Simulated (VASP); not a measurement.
Take GaAs (zinc blende), against free atoms with fixed spin and no zero-point term, in VASP with PAW potentials, and its cohesive energy.

Problem. One run gives 3.45 eV/atom. Which level is it?
(A) PBE
(B) LDA
(C) PBE-D3(BJ)
(D) r2SCAN

Solution. C, PBE-D3(BJ).  The others give 4.09 (LDA), 3.30 (r2SCAN), 3.14 (PBE).

Only levels that ran to the end are used. Left out are those held back, those with too coarse a band path, GW runs whose mesh misses a band edge, hybrids' fits of cells that aren't cubic and levels without matching references; a question may draw on a part of the rest.
